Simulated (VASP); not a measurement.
Input:

```
Cu
1.0
    0.00000     1.74836     1.74836
    1.74836     0.00000     1.74836
    1.74836     1.74836     0.00000
Cu
1
Direct
  0.00000   0.00000   0.00000
```

Level of theory: r2SCAN+rVV10, VASP's PBE PAW potentials (set 64) (plane waves; VASP). Run with 520 eV cut-off, 17×17×17 Γ-centred mesh, first-order Methfessel-Paxton smearing of 0.10 eV, potentials Cu.

**Question.** Give the stress tensor in GPa (positive for a compressed cell).

**Answer.** 
```
11.77   0.00   0.00
 0.00  11.77   0.00
 0.00   0.00  11.77
```
The pressure is its mean diagonal, 11.77 GPa.

The compound is Cu in the fcc structure. This cell is one point of a volume scan, at 0.94 of the reference volume.
